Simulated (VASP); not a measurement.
The input files of a VASP run:

File KPOINTS:
```
kpoints
0
gamma
  9 9 9
```

### POSCAR
```
Ni3Fe
1
    3.4860942921     0.0000000000    -0.0000000000
    0.0000000000     3.4860942921     0.0000000000
   -0.0000000000     0.0000000000     3.4860942921
Fe Ni
1 3
Direct
  0.0000000000   0.0000000000   0.0000000000
  0.0000000000   0.5000000000   0.5000000000
  0.5000000000   0.0000000000   0.5000000000
  0.5000000000   0.5000000000   0.0000000000
```

### INCAR
```
# general
SYSTEM  = Ni3Fe
PREC    = Accurate
ENCUT   = 500
LREAL   = .False.
LASPH   = .True.

# electronic loop
EDIFF   = 1E-6
NELM    = 100
ALGO    = Normal
LMAXMIX = 4

# smearing
ISMEAR  = 1
SIGMA   = 0.1

# functional
GGA     = PS

# spin
ISPIN   = 2
MAGMOM  = 2.8 3*0.6

# ions
IBRION  = 2
NSW     = 40
ISIF    = 3
EDIFFG  = -0.02

# output
LWAVE   = .False.
LCHARG  = .False.
LORBIT  = 10
```

POTCAR, in this order: Fe Ni (PBE.64 set). Program: vasp_std.

### Question
Translate this PBEsol calculation to Quantum ESPRESSO's pw.x.

### Answer
One equivalent input (not run):
```
&CONTROL
  calculation = 'vc-relax'
  pseudo_dir = './pseudo'
  outdir = './out'
  tprnfor = .true.
  tstress = .true.
  nstep = 40
  forc_conv_thr = 0.00078
/
&SYSTEM
  ibrav = 0
  nat = 4
  ntyp = 2
  ecutwfc = 98
  occupations = 'smearing'
  smearing = 'methfessel-paxton'
  degauss = 0.00735
  input_dft = 'pbesol'
  nspin = 2
  starting_magnetization(1) = 0.28
  starting_magnetization(2) = 0.06
/
&ELECTRONS
  conv_thr = 7.3e-08
  electron_maxstep = 100
/
&IONS
/
&CELL
/
ATOMIC_SPECIES
  Fe 55.845 Fe.upf
  Ni 58.693 Ni.upf
CELL_PARAMETERS angstrom
     3.4860943    0.0000000   -0.0000000
     0.0000000    3.4860943    0.0000000
    -0.0000000    0.0000000    3.4860943
ATOMIC_POSITIONS crystal
  Fe   0.0000000  0.0000000  0.0000000
  Ni   0.0000000  0.5000000  0.5000000
  Ni   0.5000000  0.0000000  0.5000000
  Ni   0.5000000  0.5000000  0.0000000
K_POINTS automatic
  9 9 9 0 0 0
```
What does not carry over: the potentials are each code's own (VASP's PAW set, PseudoDojo norm-conserving files in pw.x), so ENCUT and ecutwfc are chosen apart and not converted; conv_thr bounds pw.x's estimated SCF error, while EDIFF bounds the energy change between steps; starting_magnetization is a fraction of the valence charge and MAGMOM a moment in μB, so they match only roughly; forc_conv_thr acts on force components and is met together with etot_conv_thr.

The compound is Ni3Fe in the L1_2 structure. It was relaxed first, which changed the volume by -5 %.
